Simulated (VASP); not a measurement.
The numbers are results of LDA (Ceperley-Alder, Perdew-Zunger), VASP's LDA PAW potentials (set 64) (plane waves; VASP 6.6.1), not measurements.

A VASP calculation is set up with these files.

### POSCAR
```
PtS2
1
    1.7377280369    -3.0098334678     0.0000000000
    1.7377280369     3.0098334678    -0.0000000000
    0.0000000000     0.0000000000     4.0439286753
Pt S
1 2
Direct
  0.0000000000   0.0000000000   0.0000000000
  0.3333330000   0.6666670000   0.2899500282
  0.6666670000   0.3333330000   0.7100499718
```

### INCAR
```
ALGO=Normal
EDIFF=1E-6
EDIFFG=-0.02
ENCUT=500
IBRION=2
ISIF=3
ISMEAR=1
LASPH=T
LCHARG=F
LMAXMIX=6
LREAL=F
LWAVE=F
NELM=100
NSW=40
PREC=Accurate
PSTRESS=200
SIGMA=0.1
SYSTEM=PtS2
```

File KPOINTS:
```
Automatic
0
G
  10 10 8
0 0 0
```

POTCAR, in this order: Pt S (LDA.64 set). Program: vasp_std.

Unless said otherwise, spin-orbit coupling is left out, though it shifts the bands of the heavy elements here.

### Question
What does the run give for the energy per atom (σ→0), volume per atom, band gap (on the k-mesh)?

### Answer

```json
{
  "energy per atom (σ→0)": "-5.948 eV/atom",
  "band gap (on the k-mesh)": "none (metal, semimetal or under 0.01 eV)",
  "volume_per_atom": "14.08 Å³/atom"
}
```

### OSZICAR
```
...
   1 F= -.12570856E+02 E0= -.12570690E+02  d E =-.125709E+02
       N       E                     dE             d eps       ncg     rms          rms(c)
DAV:   1    -0.178443272801E+02    0.70548E-02   -0.11784E-02  2834   0.862E-01    0.111E-01
DAV:   2    -0.178441566038E+02    0.17068E-03   -0.12358E-03  3387   0.363E-01    0.816E-02
DAV:   3    -0.178441259914E+02    0.30612E-04   -0.69057E-05  3569   0.824E-02    0.351E-02
DAV:   4    -0.178441177370E+02    0.82544E-05   -0.60315E-05  3044   0.505E-02    0.130E-02
DAV:   5    -0.178441176932E+02    0.43883E-07   -0.13427E-06  2374   0.874E-03
   2 F= -.12570946E+02 E0= -.12570751E+02  d E =-.904586E-04
```

The compound is PtS2 in the 1T layered structure. This run relaxes it under an external pressure of 20 GPa. Symmetry was kept, so distortions that lower it aren't found.
